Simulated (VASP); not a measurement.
A cell of SnSe₂ (1T layered) near equilibrium:

```yaml
crystal:
  lattice:
    - [1.92038, -3.32619, 0.00000]
    - [1.92038, 3.32619, 0.00000]
    - [0.00000, 0.00000, 6.49613]
  atoms:
    - { symbol: Sn, position: [0.00000, 0.00000, 0.00000] }
    - { symbol: Se, position: [0.33333, 0.66667, 0.24216] }
    - { symbol: Se, position: [0.66667, 0.33333, 0.75784] }
```

All values below come from r2SCAN meta-GGA, VASP's PBE PAW potentials (set 64) (plane waves; VASP).

Unless said otherwise, spin-orbit coupling is left out, though it shifts the bands of the heavy elements here.

```csv
run,ΔE (meV/atom),σxx,σyy,σzz,"largest shear component, with its sign (GPa)",largest force (eV/Å),gap (eV)
as it is,0.0,0.16,0.16,0.09,0.00,0.008,1.05
after one change,12.8,3.32,3.32,0.82,0.00,0.001,0.94
```
Stress is in GPa, positive when the cell is compressed; gaps are those on the k-mesh, and 0.00 means metallic.

### Question
Name the change that produced these shifts.
A) uniaxial strain of +0.5 % along y with the ions relaxed
B) atom 3 (Se) moved by -0.050 Å along y
C) uniaxial strain of +4.0 % along x
D) isotropic strain of -2.0 % with the ions relaxed

### Answer
D, isotropic strain of -2.0 % with the ions relaxed

The compound is SnSe2 in the 1T layered structure.
